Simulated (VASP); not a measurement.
Tb3Ag:

```
CELL_PARAMETERS angstrom
4.80026 0.00000 0.00000
0.00000 4.80026 0.00000
0.00000 0.00000 4.80026
ATOMIC_POSITIONS crystal
Tb 0.50000 0.50000 0.00000
Tb 0.50000 0.00000 0.50000
Tb 0.00000 0.50000 0.50000
Ag 0.00000 0.00000 0.00000
```

The cell comes from a database or a generator and needn't be the stable form of this composition.

```yaml
Program: VASP 6.6.1
Task: single point
Functional: PBE
Potentials_or_basis: VASP PAW PBE potentials, release 64 (Tb, Ag)
Cutoff: 520 eV
k_mesh: 6 × 6 × 6
Occupations: fermi-dirac, width 0.05 eV
Spin: collinear spin, ferromagnetic start
Starting_moments: "[6.0, 6.0, 6.0, 0.0] μB"
```

On this cell: pressure 0.4 GPa; largest force zero by symmetry; net moment 18.28 μB per cell; site moments Tb +5.76; Ag +0.02 μB; band gap on the k mesh none (metal or under the smearing width).

The same run follows on a disturbed copy (atoms moved at random, drawn with an rms of 0.05 Å):

```
CELL_PARAMETERS angstrom
4.80026 0.00000 0.00000
0.00000 4.80026 0.00000
0.00000 0.00000 4.80026
ATOMIC_POSITIONS crystal
Tb 0.50635 0.50683 0.00552
Tb 0.49442 0.99636 0.50376
Tb 0.99372 0.49664 0.50418
Ag 0.00401 0.99427 0.99990
```

**Question.** What does the disturbed cell give?

**Answer.** The energy (extrapolated to zero smearing) moves by +1.9 meV/atom; pressure 0.5 GPa; largest force 0.195 eV/Å; net moment 18.28 μB per cell; site moments Tb +5.76; Ag +0.02 μB; band gap on the k mesh none (metal or under the smearing width).

Forces on the atoms (eV/Å):
```
Tb  -0.104 -0.107 -0.052
Tb  -0.043  0.125  0.012
Tb   0.187 -0.055  0.009
Ag  -0.040  0.037  0.030
```

Caveats: the magnetic or orbital state may not be the lowest; spin-orbit coupling is left out, which moves the levels of the heavy elements; without U or exact exchange the open f shell lies at the Fermi level, which spoils levels, moments and volumes.
